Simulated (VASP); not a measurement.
Wanted: the native input for a VASP 6.6.1 run.

```
Task                   : single point
Functional             : PBE
Dispersion             : D3(BJ)
Potentials or basis    : VASP PAW PBE potentials, release 64 (H, S, C)
Cutoff                 : 520 eV
k mesh                 : 1 × 1 × 1
Occupations            : fermi-dirac, width 0.05 eV
Spin                   : no spin polarisation
Dipole correction      : no
Further INCAR settings : LREAL = Auto; ALGO = Normal; EDIFF = 1e-06; NBANDS = 75
```

The structure of H2CS2 lies in POSCAR:

```
H2CS2
1.0
    8.8874880000      0.0000000000      0.0000000000
    0.0000000000      8.8874880000      0.0000000000
    0.0000000000      0.0000000000      8.8874880000
H S C
12 12 6
Direct
    0.0948411970      0.9589773848      0.2926811265
    0.0109817307      0.9753037079      0.2864476441
    0.5455084721      0.1973110962      0.6662399994
    0.6107800089      0.2112857986      0.7236352949
    0.1502674321      0.1785318866      0.0471786854
    0.1135078888      0.1087483887      0.0863686117
    0.9777565944      0.2046922595      0.7627914659
    0.9043837809      0.1690916488      0.7466901784
    0.7229714403      1.0068986872      0.4047262849
    0.7984145801      0.9740772646      0.4188810156
    0.8866734897      0.7781951436      1.0492503619
    0.9569070586      0.7652781078      1.0883727775
    0.2560341010      0.6389657010      0.1979749509
    0.1968385218      0.5229824220     -0.1311506693
    0.5620598306      0.8684006099      0.1620817941
    0.6426112755      0.8708309930     -0.1756514327
    0.4779078183      0.2839722540      0.3849006603
    0.4848726659      0.2293899018      0.0410802242
    0.5497953978      0.5552637596      0.7434271641
    0.7587295758      0.6194551261      0.4636405698
    0.2195220967      0.9636581225      0.7950728035
    0.3441467375      0.8675004681      0.4779753289
    1.0522883406      0.3610131457      0.4041524444
    0.8281642687      0.3228471307      0.1435051164
    0.2309538983      0.5772722281      0.0370520894
    0.5960739413      0.8860883975     -0.0043994434
    0.4761075345      0.2539187676      0.2113195540
    0.6373116903      0.5865549411      0.5980317498
    0.2881129066      0.9045300539      0.6401583890
    0.9270448523      0.3517416845      0.2811368072
```

The cell was built by a generator and needn't be a form met in nature.

One way to write it, as run:

INCAR

```
PREC     = Accurate       # precision mode
ENCUT    = 520            # plane-wave cutoff, eV
EDIFF    = 1E-6           # SCF threshold, eV
ISMEAR   = -1             # smearing method
SIGMA    = 0.05           # smearing width, eV
LREAL    = Auto         
LASPH    = T              # aspherical terms in the spheres
NELM     = 60             # most SCF steps
ALGO     = Normal         # electronic algorithm
ISIF     = 2              # what is computed and relaxed
LWAVE    = F              # write WAVECAR
LCHARG   = T              # write CHGCAR
GGA      = PE             # functional
IVDW     = 12             # dispersion correction
LELF     = T              # ELF
LVHAR    = T            
NBANDS   = 75             # bands
```

KPOINTS

```
regular mesh
0
Gamma
  1 1 1
```

Potentials or basis: VASP PAW PBE potentials, release 64 (H, S, C).

Launch:

```bash
$ cat potpaw_PBE.64/H/POTCAR potpaw_PBE.64/S/POTCAR potpaw_PBE.64/C/POTCAR > POTCAR
$ mpirun -np 1 vasp_gam > vasp.out
```

It gave:

The pressure is 0.0 GPa, the largest force is 3.908 eV/Å and the band gap on the k mesh is 2.80 eV, direct. The dispersion energy per atom is -0.085 eV.

Run time: 76 s on 1 thread of Intel(R) Xeon(R) 6975P-C (Granite Rapids), on a shared host, peak memory 0.67 GiB.
